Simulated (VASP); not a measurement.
Nb:

```
Nb
1.0
    -1.66395    1.66395    1.66395
     1.66395   -1.66395    1.66395
     1.66395    1.66395   -1.66395
Nb
1
Cartesian
  0.0000 0.0000 0.0000
```

| Quantity | Value |
| --- | --- |
| Program | VASP 6.6.1 |
| Task | relaxation of cell and atoms |
| Functional | AM05 |
| Potentials or basis | VASP PAW PBE potentials, release 64 (Nb_sv) |
| Cutoff | 600 eV |
| k mesh | 16 × 16 × 16 |
| Occupations | methfessel-paxton, width 0.1 eV |
| Spin | no spin polarisation |

At the start: pressure -9.4 GPa; volume 18.43 Å³/atom.

Q: Where does the relaxation end?

A: Over 4 steps the energy falls by 31.3 meV/atom and the volume is 17.41 Å³/atom (-5.5 %); space group Im-3m (No. 229, to 0.05 Å).

Step by step:
| step | energy change (eV) | largest force (eV/Å) | pressure (GPa) | volume (Å³) |
| --- | --- | --- | --- | --- |
| 1 | 0.0000 | 0.0000 | -9.41 | 18.43 |
| 2 | 0.0854 | 0.0000 | 23.72 | 15.69 |
| 3 | -0.0313 | 0.0000 | -0.42 | 17.44 |
| 4 | -0.0313 | 0.0000 | -0.07 | 17.41 |

Final structure:
```yaml
crystal:
  lattice:
    - [-1.63267, 1.63267, 1.63267]
    - [1.63267, -1.63267, 1.63267]
    - [1.63267, 1.63267, -1.63267]
  atoms:
    - { symbol: Nb, position: [0.00000, 0.00000, 0.00000] }
```

Caveat: the PAW data sets were made with another functional, which shifts forces and pressure a little.
